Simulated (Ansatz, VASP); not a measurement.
# CuAgOF in two plane-wave programs

One calculation is typed for both programs; each brings its own data sets. How far apart do they land? The cell is invented: As first built, before any earlier steps moved the atoms (in the runner's words): it takes the LiCuOF structure with some of its atoms replaced by other elements, volume scaled by an estimate. It may not be a known or stable phase. The cell is taken from a series of VASP runs on this material, whose earlier steps may have relaxed, scaled or displaced it; both programs get it as it stands. Valence electrons are named where the data sets of a main pair hold unlike numbers.

Method: plane waves, with VASP 6.6.1 beside it; electric field gradients at PBE and single point at PBE, in Ansatz 0.2.0.

## 1. Set-up

The structure is tetragonal, space group P4/mmm (No. 123). Conventional cell: a = 3.253 Å, b = 3.253 Å, c = 4.677 Å, α = 90.00°, β = 90.00°, γ = 90.00°. Nearest to Ag lie 4 F at 2.30 Å and 2 O at 2.34 Å. Nearest to Cu lie 4 O at 2.30 Å and 2 F at 2.34 Å. F has 4 Ag at 2.30 Å and 2 Cu at 2.34 Å nearest. Nearest to O lie 4 Cu at 2.30 Å and 2 Ag at 2.34 Å. As first built, before any earlier steps moved the atoms (in the runner's words): sites of the LiCuOF structure (space group 123) filled with other elements, volume scaled by an estimate. Farther neighbours and most contacts between anions are not listed.

Structure file:

```cif
data_structure
_symmetry_space_group_name_H-M 'P 1'
_symmetry_Int_Tables_number 1
_cell_length_a 3.2526
_cell_length_b 3.2526
_cell_length_c 4.6771
_cell_angle_alpha 90.000
_cell_angle_beta 90.000
_cell_angle_gamma 90.000
_cell_volume 49.48
loop_
_atom_site_label
_atom_site_type_symbol
_atom_site_fract_x
_atom_site_fract_y
_atom_site_fract_z
_atom_site_occupancy
Ag1 Ag 0.50000 0.50000 0.50000 1
Cu2 Cu 0.00000 0.00000 0.00000 1
F3 F 0.00000 0.00000 0.50000 1
O4 O 0.50000 0.50000 0.00000 1
```

## 2. VASP: electric field gradients, PBE

Field gradients test the density near the nuclei, where the PAW reconstruction matters most.

Lines of VASP's logs that name or quote its potential files are left out, and so is its time.

File INCAR:

```
SYSTEM = CuAgOF
PREC = Accurate
ENCUT = 520
EDIFF = 1E-07
NELM = 100
ISMEAR = 0
SIGMA = 0.05
LREAL = .FALSE.
ALGO = Normal
GGA = PE
NBANDS = 23
LORBIT = 11
LWAVE = .FALSE.
LCHARG = .FALSE.
KPAR = 2
LEFG = .TRUE.
LASPH = .TRUE.
```

File POSCAR:

```
CuAgOF
1.0
    3.2526161501      0.0000000000      0.0000000000
    0.0000000000      3.2526161501      0.0000000000
    0.0000000000      0.0000000000      4.6770524075
Ag Cu F O
1 1 1 1
Direct
    0.5000000000      0.5000000000      0.5000000000
    0.0000000000      0.0000000000      0.0000000000
    0.0000000000      0.0000000000      0.5000000000
    0.5000000000      0.5000000000      0.0000000000
```

File KPOINTS:

```
Automatic mesh
0
Gamma
7 7 5
0 0 0
```

Potentials, in the order of the species: Ag, Cu, F and O (PBE family, release 64).

Launch:

```
$ mpirun -np 2 vasp_std
```

Numbers of over 12 decimals in the logs are rounded to 6 here.

Output:

```text
[banner, memory and clock lines left out]
running    2 mpi-ranks, on    1 nodes
 distrk:  each k-point on    1 cores,    2 groups
 distr:  one band on    1 cores,    1 groups

 POSCAR found type information on POSCAR AgCuF O
 POSCAR found :  4 types and       4 ions
 LDA part: xc-table for (Slater+PW92), standard interpolation
 POSCAR, INCAR and KPOINTS ok, starting setup
 FFT: planning ... GRIDC
 FFT: planning ... GRID_SOFT
 FFT: planning ... GRID
 WAVECAR not read
 entering main loop
       N       E                     dE             d eps       ncg     rms          rms(c)
DAV:   1     0.318268237754E+03    0.31827E+03   -0.17673E+04  1412   0.193E+03
DAV:   2     0.119278154112E+02   -0.30634E+03   -0.28877E+03  1464   0.431E+02
DAV:   3    -0.179623638596E+02   -0.29890E+02   -0.28710E+02  1721   0.139E+02
DAV:   4    -0.188191438758E+02   -0.85678E+00   -0.85492E+00  1495   0.238E+01
DAV:   5    -0.188388644361E+02   -0.19721E-01   -0.19718E-01  1777   0.356E+00    0.160E+01
DAV:   6    -0.204058418565E+02   -0.15670E+01   -0.37557E+01  1726   0.112E+02    0.140E+01
DAV:   7    -0.152427191566E+02    0.51631E+01   -0.10798E+01  1837   0.986E+01    0.721E+00
DAV:   8    -0.150730826038E+02    0.16964E+00   -0.20830E+00  2111   0.377E+01    0.508E+00
DAV:   9    -0.156557831903E+02   -0.58270E+00   -0.30812E+00  1946   0.404E+01    0.586E+00
DAV:  10    -0.152954932407E+02    0.36029E+00   -0.31773E+00  1739   0.714E+01    0.515E+00
DAV:  11    -0.150935656252E+02    0.20193E+00   -0.91937E-01  1831   0.232E+01    0.200E+00
DAV:  12    -0.150530195746E+02    0.40546E-01   -0.49010E-02  2099   0.392E+00    0.146E+00
DAV:  13    -0.150419935241E+02    0.11026E-01   -0.75466E-03  2059   0.177E+00    0.118E+00
DAV:  14    -0.150379468828E+02    0.40466E-02   -0.13140E-03  2166   0.766E-01    0.105E+00
[...]
DAV:  18    -0.150276867730E+02    0.16282E-03   -0.22400E-04  2097   0.200E-01    0.168E-01
DAV:  19    -0.150276573247E+02    0.29448E-04   -0.12902E-05  2091   0.409E-02    0.146E-01
DAV:  20    -0.150275781570E+02    0.79168E-04   -0.55361E-04  1937   0.352E-01    0.522E-02
DAV:  21    -0.150275627780E+02    0.15379E-04   -0.98933E-05  2070   0.121E-01    0.264E-02
DAV:  22    -0.150275594057E+02    0.33723E-05   -0.25873E-05  2051   0.590E-02    0.166E-02
DAV:  23    -0.150275576997E+02    0.17060E-05   -0.58068E-06  2061   0.311E-02    0.404E-03
DAV:  24    -0.150275574744E+02    0.22526E-06   -0.30493E-07  1265   0.584E-03    0.105E-03
DAV:  25    -0.150275574982E+02   -0.23772E-07   -0.14836E-07   806   0.460E-03
ion   1
     0.0000000     0.0000000    -0.0000000    -6.1654834     0.0000000     0.0000000
     0.0000553     0.0000000    -0.0000000    -6.1654834     0.0000000     0.0000000
     0.0000762     0.0000000    -0.0000000    -6.1654833     0.0000000     0.0000000
     0.0001049     0.0000000    -0.0000000    -6.1654832     0.0000000     0.0000000
     0.0001445     0.0000000    -0.0000000    -6.1654830     0.0000000     0.0000000

     0.0000000     0.0000000    -0.0000000   -50.2267195     0.0000000     0.0000000
     0.0000553     0.0000000    -0.0000000   -50.2312838     0.0000000     0.0000000
     0.0000762     0.0000000    -0.0000000   -50.2337931     0.0000000     0.0000000
     0.0001049     0.0000000    -0.0000000   -50.2378348     0.0000000     0.0000000
     0.0001445     0.0000000    -0.0000000   -50.2443191     0.0000000     0.0000000

ion   2
     0.0000000     0.0000000     0.0000000    14.6845931     0.0000000     0.0000000
     0.0000464     0.0000000     0.0000000    14.6845929     0.0000000     0.0000000
     0.0000639     0.0000000     0.0000000    14.6845928     0.0000000     0.0000000
     0.0000880     0.0000000     0.0000000    14.6845925     0.0000000     0.0000000
     0.0001211     0.0000000     0.0000000    14.6845919     0.0000000     0.0000000

     0.0000000    -0.0000000    -0.0000000    69.6258547    -0.0000000     0.0000000
     0.0000464    -0.0000000    -0.0000000    69.6267182    -0.0000000     0.0000000
     0.0000639    -0.0000000    -0.0000000    69.6272509    -0.0000000     0.0000000
     0.0000880    -0.0000000    -0.0000000    69.6281438    -0.0000000     0.0000000
     0.0001211    -0.0000000    -0.0000000    69.6296329    -0.0000000     0.0000000

ion   3
     0.0000000    -0.0000000     0.0000000     2.0800045     0.0000000     0.0000000
     0.0000310    -0.0000000     0.0000000     2.0800044     0.0000000     0.0000000
     0.0000427    -0.0000000     0.0000000     2.0800044     0.0000000     0.0000000
     0.0000588    -0.0000000     0.0000000     2.0800044     0.0000000     0.0000000
     0.0000810    -0.0000000     0.0000000     2.0800043     0.0000000     0.0000000

     0.0000000    -0.0000000     0.0000000     8.2632319     0.0000000     0.0000000
     0.0000310    -0.0000000     0.0000000     8.2632287     0.0000000     0.0000000
     0.0000427    -0.0000000     0.0000000     8.2632266     0.0000000     0.0000000
     0.0000588    -0.0000000     0.0000000     8.2632230     0.0000000     0.0000000
     0.0000810    -0.0000000     0.0000000     8.2632171     0.0000000     0.0000000

ion   4
     0.0000000    -0.0000000    -0.0000000    -3.0740041     0.0000000     0.0000000
     0.0000293    -0.0000000    -0.0000000    -3.0740041     0.0000000     0.0000000
     0.0000403    -0.0000000    -0.0000000    -3.0740041     0.0000000     0.0000000
     0.0000555    -0.0000000    -0.0000000    -3.0740040     0.0000000     0.0000000
     0.0000765    -0.0000000    -0.0000000    -3.0740040     0.0000000     0.0000000

     0.0000000    -0.0000000    -0.0000000    -8.6180720     0.0000000     0.0000000
     0.0000293    -0.0000000    -0.0000000    -8.6180699     0.0000000     0.0000000
     0.0000403    -0.0000000    -0.0000000    -8.6180685     0.0000000     0.0000000
     0.0000555    -0.0000000    -0.0000000    -8.6180662     0.0000000     0.0000000
     0.0000765    -0.0000000    -0.0000000    -8.6180621     0.0000000     0.0000000

   1 F= -.15027557E+02 E0= -.15024420E+02  d E =-.627424E-02
```

From OUTCAR (step 2):

```text
ion  position               nearest neighbor table
   1  0.500  0.500  0.500-   3 2.30   3 2.30   3 2.30   3 2.30   4 2.34   4 2.34
   2  0.000  0.000  0.000-   4 2.30   4 2.30   4 2.30   4 2.30   3 2.34   3 2.34
   3  0.000  0.000  0.500-   1 2.30   1 2.30   1 2.30   1 2.30   2 2.34   2 2.34
   4  0.500  0.500  0.000-   2 2.30   2 2.30   2 2.30   2 2.30   1 2.34   1 2.34

  LATTYP: Found a simple tetragonal cell.
 ALAT       =     3.2526161501
 C/A-ratio  =     1.4379355545

 Subroutine GETGRP returns: Found 16 space group operations
 (whereof 16 operations were pure point group operations)

The static configuration has the point symmetry D_4h.

 Found     30 irreducible k-points:

   k-points           NKPTS =     30   k-points in BZ     NKDIM =     30   number of bands    NBANDS=     23

   dimension x,y,z NGX =    24 NGY =   24 NGZ =   36
   dimension x,y,z NGXF=    48 NGYF=   48 NGZF=   72

   ENCUT  =  520.0 eV  38.22 Ry    6.18 a.u.   6.05  6.05  8.70*2*pi/ulx,y,z

   NELECT =      35.0000    total number of electrons

 k-points in reciprocal lattice and weights: Automatic mesh
   0.00000000  0.00000000  0.00000000       0.004
   0.14285714  0.00000000  0.00000000       0.016
   0.28571429  0.00000000  0.00000000       0.016
   0.42857143  0.00000000  0.00000000       0.016
   0.14285714  0.14285714  0.00000000       0.016
   0.28571429  0.14285714  0.00000000       0.033
   0.42857143  0.14285714  0.00000000       0.033
   0.28571429  0.28571429  0.00000000       0.016
   0.42857143  0.28571429  0.00000000       0.033
[...]
0.42857143  0.28571429  0.40000000       0.065
   0.42857143  0.42857143  0.40000000       0.033

 average (electrostatic) potential at core
       1 -72.8895       2 -65.3900       3 -75.2493       4 -70.6107

 E-fermi :   4.6225

 k-point     1 :       0.0000    0.0000    0.0000
  band No.  band energies     occupation
    ...
     15       3.2923      2.00000
     16       3.4712      2.00000
     17       3.5655      2.00000
     18       3.5655      2.00000
     19       4.3661      2.00000
     20       9.5647      0.00000
     21      12.4157      0.00000
     22      16.8002      0.00000
     23      18.1863      0.00000

 k-point     2 :       0.1429    0.0000    0.0000
  band No.  band energies     occupation
    ...
     14       3.0627      2.00000
     15       3.5413      2.00000
     16       3.5522      2.00000
     17       3.6230      2.00000
     18       3.8084      2.00000
     19       5.2096      0.00000
     20       9.9929      0.00000
     21      12.5303      0.00000
     22      15.2418      0.00000
     23      18.0579      0.00000

 k-point     3 :       0.2857    0.0000    0.0000
  band No.  band energies     occupation
    ...
     14       3.5201      2.00000
     15       3.6105      2.00000
     16       3.6656      2.00000
     17       3.7499      2.00000
     18       4.5528      1.95139
     19       6.7473      0.00000
     20      11.0116      0.00000
     21      12.9058      0.00000
     22      13.1054      0.00000
     23      16.7452      0.00000

  Total        0.0450466      0.0450466     -0.0301500      0.0000000      0.0000000      0.0000000
  in kB        1.4585963      1.4585963     -0.9762488      0.0000000      0.0000000      0.0000000
  external PRESSURE =       0.6469813 kB  Pullay stress =       0.0000000 kB

  energy-cutoff  :      520.00
  volume of cell :       49.48
      direct lattice vectors                 reciprocal lattice vectors
     3.252616150  0.000000000  0.000000000     0.307444824  0.000000000  0.000000000
     0.000000000  3.252616150  0.000000000     0.000000000  0.307444824  0.000000000
     0.000000000  0.000000000  4.677052407     0.000000000  0.000000000  0.213809877

 POSITION                                       TOTAL-FORCE (eV/Angst)
 -----------------------------------------------------------------------------------
      1.62631      1.62631      2.33853         0.000000      0.000000      0.000000
      0.00000      0.00000      0.00000         0.000000      0.000000      0.000000
      0.00000      0.00000      2.33853         0.000000      0.000000      0.000000
      1.62631      1.62631      0.00000         0.000000      0.000000      0.000000
 -----------------------------------------------------------------------------------
    total drift:                                0.000000     -0.000000     -0.000000

  FREE ENERGIE OF THE ION-ELECTRON SYSTEM (eV)
  ---------------------------------------------------
  free  energy   TOTEN  =       -15.0275574982 eV

  energy  without entropy=      -15.0212832535  energy(sigma->0) =      -15.02442038

 Electric field gradients after diagonalization (V/A^2)
 (convention: |V_zz| > |V_xx| > |V_yy|)
----------------------------------------------------------------------
 ion       V_xx      V_yy      V_zz     asymmetry (V_yy - V_xx)/ V_zz
----------------------------------------------------------------------
   1     -31.238   -31.238    62.475       0.000
   2      43.515    43.515   -87.029       0.000
   3       5.565     5.565   -11.130       0.000
   4      -5.579    -5.579    11.158       0.000
----------------------------------------------------------------------

 total charge
# of ion       s       p       d       tot
------------------------------------------
    1        0.232   0.208   9.284   9.724
    2        0.236   0.171   9.228   9.636
    3        1.754   4.302   0.000   6.057
    4        1.577   3.249   0.000   4.825
--------------------------------------------------
tot          3.799   7.930  18.512  30.242

[... 3 further parts left out ...]
```

This run has no spin polarisation, so a moment on Cu, if there is one, isn't seen. Its electron count is odd, so without a moment it is a metal by construction. The k-mesh is coarse for a metal. Oxides and halides of Cu are often magnetic insulators, and a metal at this level, without U or exact exchange, may be an artefact.

(Part 1 of 2 ends here.)

[Lines on the potential files, build, host, timing and source positions are cut from VASP's logs without a mark.]

[Logs are printed without paths, hosts, clocks, repeated set-up lines and the standing remarks that a program may print on its own settings, such as how far it seeks lower states.]

[Hosts, paths, dates, database ids (printed as entryN), source tags and the programs' standing remarks are cut or masked in the printed files.]
